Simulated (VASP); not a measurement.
A cell of LaP (relaxed from the CsCl structure, space group Pm-3m) near equilibrium:

```xyz
2
Lattice="3.6474 0.0000 0.0000 0.0000 3.6474 0.0000 0.0000 0.0000 3.6474" Properties=species:S:1:pos:R:3 pbc="T T T"
La     0.0000     0.0000     0.0000
P      1.8237     1.8237     1.8237
```

All values below come from r2SCAN meta-GGA, VASP's PBE PAW potentials (set 64) (plane waves; VASP 6.6.1).

```csv
run,ΔE (meV/atom),σxx,σyy,σzz,"largest shear component, with its sign (GPa)",largest force (eV/Å)
as it is,0.0,-0.06,-0.06,-0.06,0.00,0.000
after one change,11.3,-3.20,-3.20,-3.20,0.00,0.000
```
Stress is in GPa, positive when the cell is compressed.

Q: What was changed between the two runs?
A. uniaxial strain of -4.0 % along x
B. isotropic strain of +1.5 %
C. biaxial strain of +3.0 % in the xz plane
D. uniaxial strain of -1.5 % along z

A: B, isotropic strain of +1.5 %

The structure was generated: LaP was put into the CsCl type (Pm-3m), which need not be its known phase.
